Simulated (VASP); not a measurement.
Os:

```
CELL_PARAMETERS angstrom
2.74613 0.00000 0.00000
-1.37307 2.37822 0.00000
0.00000 0.00000 4.32631
ATOMIC_POSITIONS crystal
Os 0.33333 0.66667 0.25000
Os 0.66667 0.33333 0.75000
```

```yaml
Program: VASP 6.6.1
Task: relaxation of cell and atoms
Functional: PBEsol
Potentials_or_basis: VASP PAW PBE potentials, release 64 (Os)
Cutoff: 600 eV
k_mesh: 18 × 18 × 10
Occupations: gaussian, width 0.1 eV
Spin: no spin polarisation
```

At the start: pressure -6.5 GPa; volume 14.13 Å³/atom.

Q: Where does the relaxation end?

A: Over 9 steps the energy falls by 4.6 meV/atom and the volume is 13.91 Å³/atom (-1.5 %); space group P6_3/mmc (No. 194, to 0.05 Å).

Step by step:
| step | energy change (eV) | largest force (eV/Å) | pressure (GPa) | volume (Å³) |
| --- | --- | --- | --- | --- |
| 1 | 0.0000 | 0.0000 | -6.51 | 28.25 |
| 2 | 0.1850 | 0.0000 | 36.02 | 25.97 |
| 3 | -0.0091 | 0.0000 | -0.13 | 27.83 |
| 4 | -0.0091 | 0.0000 | 0.05 | 27.82 |
| 5 | -0.0091 | 0.0000 | 0.19 | 27.81 |
| 6 | -0.0090 | 0.0000 | 0.07 | 27.82 |
| 7 | -0.0093 | 0.0000 | 0.13 | 27.81 |
| 8 | -0.0093 | 0.0000 | -0.39 | 27.85 |
| 9 | -0.0093 | 0.0000 | 0.01 | 27.82 |

Final structure:
```
Os
1.0
     2.72868    0.00000    0.00000
    -1.36434    2.36311    0.00000
     0.00000    0.00000    4.31466
Os
2
Direct
  0.33333 0.66667 0.25000
  0.66667 0.33333 0.75000
```

Caveat: the PAW data sets were made with another functional, which shifts forces and pressure a little.
